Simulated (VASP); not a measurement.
```yaml
crystal:
  lattice:
    - [0.00000, 2.28646, 2.28646]
    - [2.28646, 0.00000, 2.28646]
    - [2.28646, 2.28646, 0.00000]
  atoms:
    - { symbol: Ga, position: [0.00000, 0.00000, 0.00000] }
    - { symbol: N, position: [0.25000, 0.25000, 0.25000] }
```

These are revPBE GGA, VASP's PBE PAW potentials (set 64) (plane waves; VASP) values and carry that method's errors. Settings: 520 eV cut-off, 11×11×11 Γ-centred mesh, tetrahedra with Blöchl corrections, potentials Ga_d N.

### Question
Predict the energy per atom (σ→0), band gap (on the k-mesh) with the smallest direct gap where there is one.

### Answer

| Quantity | Result |
|---|---|
| band gap (on the k-mesh) | 1.48 eV |
| smallest direct gap (on the k-mesh) | 1.48 eV |
| energy per atom (σ→0) | -5.731 eV/atom |

The absolute energy has meaning only against runs of the same code, potentials and settings.

The compound is GaN in the zinc blende structure, a metastable form; wurtzite is the usual one. It was relaxed first.
